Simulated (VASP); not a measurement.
Consider the following.

```
AlRu
1.0
    2.98279     0.00000     0.00000
    0.00000     2.98279     0.00000
    0.00000     0.00000     2.98279
Al Ru
1 1
Cartesian
  1.49140   1.49140   1.49140
  0.00000   0.00000   0.00000
```

All values below come from vdW-DF-cx, VASP's PBE PAW potentials (set 64) (plane waves; VASP). Numerical set-up: 520 eV cut-off, Gaussian smearing of 0.050 eV, potentials Al Ru_pv.

**Question.** Give the energies of bands 4 to 11 at the high-symmetry points, in eV from the Fermi level.

**Answer.** 
```
band      Γ      X      M      R
----  -----  -----  -----  -----
4     -9.68  -5.87  -6.04  -4.66
5     -3.59  -5.42  -3.09  -4.66
6     -3.59  -2.78  -1.33  -4.66
7      0.20  -1.60  -1.33   1.68
8      0.20  -1.60  -1.17   1.68
9      0.20   0.46  -1.17   2.76
10     6.16   2.35   1.58   4.17
11     6.16   7.49   5.35   4.17
```

It has no gap at this level: it comes out as a metal or semimetal.

The compound is RuAl in the CsCl type structure. It was relaxed first. The electron count is odd and the run is not spin-polarised, which forces a metal.
